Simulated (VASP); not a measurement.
# FGaSiClH3 in VASP: reference runs

Reference runs on FGaSiClH3: the cell as given.

Everything below comes from runs of VASP 6.6.1. Logs are shortened: lines on timing, memory, paths and dates and some standing lists are left out, and cuts for length are marked.

## 1. Starting point

The cell holds a molecule in a box, 7 atoms: a = 14.000 Å, b = 14.000 Å, c = 12.000 Å, α = 90.00°, β = 90.00°, γ = 90.00°.

## 2. Single point, PBE

INCAR

```
SYSTEM = GaSiH3ClF
ALGO     = Normal         ! electronic algorithm
EDIFF    = 1E-7           ! SCF threshold, eV
ENCUT    = 520            ! plane-wave cutoff, eV
GGA      = PE             ! functional
ISIF     = 2              ! what is computed and relaxed
ISMEAR   = 0              ! smearing method
LASPH    = .TRUE.         ! aspherical terms in the spheres
LCHARG   = .FALSE.        ! write CHGCAR
LREAL    = .FALSE.        ! projectors in reciprocal space
LWAVE    = .FALSE.        ! write WAVECAR
NBANDS   = 26             ! bands
NELM     = 60             ! most SCF steps
PREC     = Accurate       ! precision mode
SIGMA    = 0.01           ! smearing width, eV
```

KPOINTS

```
k-points
0
G
  1 1 1
  0 0 0
```

POSCAR

```
GaSiH3ClF
1.0
   14.0000000000      0.0000000000      0.0000000000
    0.0000000000     14.0000000000      0.0000000000
    0.0000000000      0.0000000000     12.0000000000
F Ga Si Cl H
1 1 1 1 3
Direct
    0.5260071400      0.3389642900      0.5416833300
    0.4792857100      0.4420428600      0.4792750000
    0.5645285700      0.5901000000      0.4831416700
    0.3432714300      0.4157357100      0.4044666700
    0.5087214300      0.6640357100      0.4232000000
    0.5786928600      0.6184642900      0.6012000000
    0.6585857100      0.5758571400      0.4284916700
```

Potentials or basis: VASP PAW PBE potentials, release 64 (F, Ga_d, Si, Cl, H).

Launch:

```sh
> cat potpaw_PBE.64/F/POTCAR potpaw_PBE.64/Ga_d/POTCAR potpaw_PBE.64/Si/POTCAR potpaw_PBE.64/Cl/POTCAR potpaw_PBE.64/H/POTCAR > POTCAR
> mpirun -np 1 vasp_gam > vasp.out
```

OUTCAR:

```text
SYSTEM = GaSiH3ClF
   EDIFF = 1E-7
   ENCUT = 520
   GGA = PE
   ISIF = 2
   ISMEAR = 0
   LASPH = .TRUE.
   LREAL = .FALSE.
   NELM = 60
   PREC = Accurate

 ion  position               nearest neighbor table
   1  0.526  0.339  0.542-   2 1.75
   2  0.479  0.442  0.479-   1 1.75   4 2.14   3 2.39
   3  0.565  0.590  0.483-   5 1.48   7 1.48   6 1.48   2 2.39
   4  0.343  0.416  0.404-   2 2.14
   5  0.509  0.664  0.423-   3 1.48
   6  0.579  0.618  0.601-   3 1.48
   7  0.659  0.576  0.428-   3 1.48

  LATTYP: Found a simple tetragonal cell.
 ALAT       =    14.0000000000
 C/A-ratio  =     0.8571428571

  Lattice vectors:

 A1 = (  14.0000000000,   0.0000000000,   0.0000000000)
 A2 = (   0.0000000000,  14.0000000000,   0.0000000000)
 A3 = (   0.0000000000,   0.0000000000,  12.0000000000)

Analysis of symmetry for initial positions (statically):
=====================================================================
 Subroutine PRICEL returns:
 Original cell was already a primitive cell.

 Routine SETGRP: Setting up the symmetry group for a
 simple tetragonal supercell.

 Subroutine GETGRP returns: Found  1 space group operations
 (whereof  1 operations were pure point group operations)
 out of a pool of 16 trial point group operations.

The static configuration has the point symmetry C_1 .

Analysis of symmetry for dynamics (positions and initial velocities):
=====================================================================
 Subroutine PRICEL returns:
 Original cell was already a primitive cell.

 Routine SETGRP: Setting up the symmetry group for a
 simple tetragonal supercell.

 Subroutine GETGRP returns: Found  1 space group operations
 (whereof  1 operations were pure point group operations)
 out of a pool of 16 trial point group operations.

The dynamic configuration has the point symmetry C_1 .

 Subroutine INISYM returns: Found  1 space group operations
 (whereof  1 operations are pure point group operations),
 and found     1 'primitive' translations

----------------------------------------------------------------------------------------

                                     Primitive cell

  volume of cell :    2352.0000

  direct lattice vectors                    reciprocal lattice vectors
    14.000000000  0.000000000  0.000000000     0.071428571  0.000000000  0.000000000
     0.000000000 14.000000000  0.000000000     0.000000000  0.071428571  0.000000000
     0.000000000  0.000000000 12.000000000     0.000000000  0.000000000  0.083333333

  length of vectors
    14.000000000 14.000000000 12.000000000     0.071428571  0.071428571  0.083333333

  position of ions in fractional coordinates (direct lattice)
     0.526007140  0.338964290  0.541683330
     0.479285710  0.442042860  0.479275000
     0.564528570  0.590100000  0.483141670
     0.343271430  0.415735710  0.404466670
     0.508721430  0.664035710  0.423200000
     0.578692860  0.618464290  0.601200000
     0.658585710  0.575857140  0.428491670

  ion indices of the primitive-cell ions
   primitive index   ion index
                 1           1
                 2           2
                 3           3
                 4           4
                 5           5
                 6           6
                 7           7

----------------------------------------------------------------------------------------

 KPOINTS: k-points

Automatic generation of k-mesh.
 Grid dimensions read from file:
 generate k-points for:    1    1    1

 Generating k-lattice:

  Cartesian coordinates                     Fractional coordinates (reciprocal lattice)
     0.071428571  0.000000000  0.000000000     1.000000000  0.000000000  0.000000000
     0.000000000  0.071428571  0.000000000     0.000000000  1.000000000  0.000000000
     0.000000000  0.000000000  0.083333333     0.000000000  0.000000000  1.000000000

  Length of vectors
     0.071428571  0.071428571  0.083333333

  Shift w.r.t. Gamma in fractional coordinates (k-lattice)
     0.000000000  0.000000000  0.000000000

 Subroutine IBZKPT returns following result:
 ===========================================

 Found      1 irreducible k-points:

 Following reciprocal coordinates:
            Coordinates               Weight
  0.000000  0.000000  0.000000      1.000000
   k-points           NKPTS =      1   k-points in BZ     NKDIM =      1   number of bands    NBANDS=     26
   number of dos      NEDOS =    301   number of ions     NIONS =      7
   total plane-waves  NPLWV = ******
   dimension x,y,z NGX =   108 NGY =  108 NGZ =   90
   dimension x,y,z NGXF=   216 NGYF=  216 NGZF=  180
   ions per type =               1   1   1   1   3
   NGX,Y,Z   is equivalent  to a cutoff of  12.82, 12.82, 12.47 a.u.
   NGXF,Y,Z  is equivalent  to a cutoff of  25.65, 25.65, 24.94 a.u.
 SYSTEM =  GaSiH3ClF
   PREC   = accura    normal or accurate (medium, high low for compatibility)
   ISTART =      0    job   : 0-new  1-cont  2-samecut
   ICHARG =      2    charge: 1-file 2-atom 10-const
   ISPIN  =      1    spin polarized calculation?
   LNONCOLLINEAR =      F non collinear calculations
   LSORBIT =      F    spin-orbit coupling
   LASPH  =      T    aspherical Exc in radial PAW
   ENCUT  =  520.0 eV  38.22 Ry    6.18 a.u.  26.03 26.03 22.31*2*pi/ulx,y,z
   NELM   =     60;   NELMIN=  2; NELMDL= -5     # of ELM steps
   EDIFF  = 0.1E-06   stopping-criterion for ELM
   LREAL  =      F    real-space projection
   EDIFFG = 0.1E-05   stopping-criterion for IOM
   NSW    =      0    number of steps for IOM
   IBRION =     -1    ionic relax: 0-MD 1-quasi-New 2-CG
   NFREE  =      0    steps in history (QN), initial steepest desc. (CG)
   ISIF   =      2    stress and relaxation
   ISYM   =      2    0-nonsym 1-usesym 2-fastsym
   POTIM  = 0.5000    time-step for ionic-motion
   TEBEG  =    0.0;   TEEND  =   0.0 temperature during run
   PSTRESS=    0.0 pullay stress
   NELECT =      34.0000    total number of electrons
   NUPDOWN=      -1.0000    fix difference up-down
   EMIN   =  10.00;   EMAX   =-10.00  energy-range for DOS
   EFERMI =   0.00;   METHOD = LEGACY
   ISMEAR =     0;   SIGMA  =   0.01  broadening in eV -4-tet -1-fermi 0-gaus
   EFERMI_NEDOS =   21; number of points for ismear=-14 and -15
   IALGO  =     38    algorithm
   IMIX   =      4    mixing-type and parameters
     AMIX     =   0.40;   BMIX     =  1.00
     AMIX_MAG =   1.60;   BMIX_MAG =  1.00
  volume/ion in A,a.u.               =     336.00      2267.44
  Fermi-wavevector in a.u.,A,eV,Ry     =   0.398800  0.753623  2.163892  0.159042
  Thomas-Fermi vector in A             =   1.346578
   LORBIT       =      0    0 simple, 1 ext, 2 COOP (PROOUT), +10 PAW based schemes
   GGA     = PE    functional components
   LHFCALC =     F    Hartree Fock is set to
   AEXX    =    0.0000 exact exchange contribution
   IVDW    =     0    specifies the selected vdW correction
   LEPSILON=     F    determine dielectric tensor
   LRPA    =     F    only Hartree local field effects (RPA)
 non-spin polarized calculation
 Gauss-broadening in eV      SIGMA  =   0.01
  energy-cutoff  :      520.00
  volume of cell :     2352.00
 maximum number of plane-waves:     31679
 NGX is ok and might be reduce to   108
   NGX = 53   NGY = 53   NGZ = 45

 number of electron      34.0000011 magnetization

 Free energy of the ion-electron system (eV)
  ---------------------------------------------------
  ext. energy  EPLUGINS =         0.00000000
  ---------------------------------------------------
  free energy    TOTEN  =       -26.24817291 eV

  energy without entropy =      -26.24817291  energy(sigma->0) =      -26.24817291

 E-fermi :  -7.0711     XC(G=0):  -0.7551

 val. band max:       -7.1918008212   @ k =   0.0000   0.0000   0.0000
 cond. band min:      -2.3945106782   @ k =   0.0000   0.0000   0.0000
 fundamental gap:      4.7972901430
 Fermi energy:        -7.0711322455

 k-point     1 :       0.0000    0.0000    0.0000
  band No.  band energies     occupation
      1     -28.0222      2.00000
      2     -20.6705      2.00000
      3     -19.8861      2.00000
      4     -19.8512      2.00000
      5     -19.8463      2.00000
      6     -19.6816      2.00000
[... 18 lines left out ...]
     25       0.5605      0.00000
     26       0.6027      0.00000

------------------------ aborting loop because EDIFF is reached ----------------------------------------

  FORCE on cell =-STRESS in cart. coord.  units (eV):
  Direction    XX          YY          ZZ          XY          YZ          ZX
  --------------------------------------------------------------------------------------
  -------------------------------------------------------------------------------------
  Total        0.5326088      0.6481316      0.3995842     -0.3472395     -0.3312159      0.3029777
  in kB        0.3628120      0.4415059      0.2721959     -0.2365388     -0.2256236      0.2063878
  external PRESSURE =       0.3588379 kB  Pullay stress =       0.0000000 kB

 VOLUME and BASIS-vectors are now :
 -----------------------------------------------------------------------------
  energy-cutoff  :      520.00
  volume of cell :     2352.00
      direct lattice vectors                 reciprocal lattice vectors
    14.000000000  0.000000000  0.000000000     0.071428571  0.000000000  0.000000000
     0.000000000 14.000000000  0.000000000     0.000000000  0.071428571  0.000000000
     0.000000000  0.000000000 12.000000000     0.000000000  0.000000000  0.083333333

 POSITION                                       TOTAL-FORCE (eV/Angst)
 -----------------------------------------------------------------------------------
      7.36410      4.74550      6.50020         0.211120     -0.492103      0.249680
      6.71000      6.18860      5.75130        -0.043034      0.560720     -0.180388
      7.90340      8.26140      5.79770        -0.032595     -0.052066     -0.002226
      4.80580      5.82030      4.85360        -0.163000     -0.048598     -0.072439
      7.12210      9.29650      5.07840        -0.074149      0.060836     -0.057227
      8.10170      8.65850      7.21440         0.005769      0.009589      0.114184
      9.22020      8.06200      5.14190         0.095890     -0.038378     -0.051583
 -----------------------------------------------------------------------------------
    total drift:                               -0.000180      0.000117      0.000331

  FREE ENERGIE OF THE ION-ELECTRON SYSTEM (eV)
  ---------------------------------------------------
  free  energy   TOTEN  =       -26.2481729119 eV

  energy  without entropy=      -26.2481729119  energy(sigma->0) =      -26.24817291
```

Run time: 2.8 min. Hardware: 1 thread of Intel Xeon 6975P-C (Granite Rapids), shared host; peak memory 1.7 GiB.

What came out:

```yaml
Free_energy: -26.2482 eV
Largest_force: 0.591 eV/Å
Gap_between_the_frontier_levels: 4.80 eV
```

Forces on the atoms (eV/Å):
```
F    0.211 -0.492  0.250
Ga  -0.043  0.561 -0.180
Si  -0.033 -0.052 -0.002
Cl  -0.163 -0.049 -0.072
H   -0.074  0.061 -0.057
H    0.006  0.010  0.114
H    0.096 -0.038 -0.052
```

Levels at points of the mesh, in eV from the valence-band top:
| k point | band 15 | band 16 | band 17 | band 18 | band 19 | band 20 |
| --- | --- | --- | --- | --- | --- | --- |
| (0.00, 0.00, 0.00) | -0.52 | -0.47 | 0.00 | 4.80 | 5.35 | 6.32 |
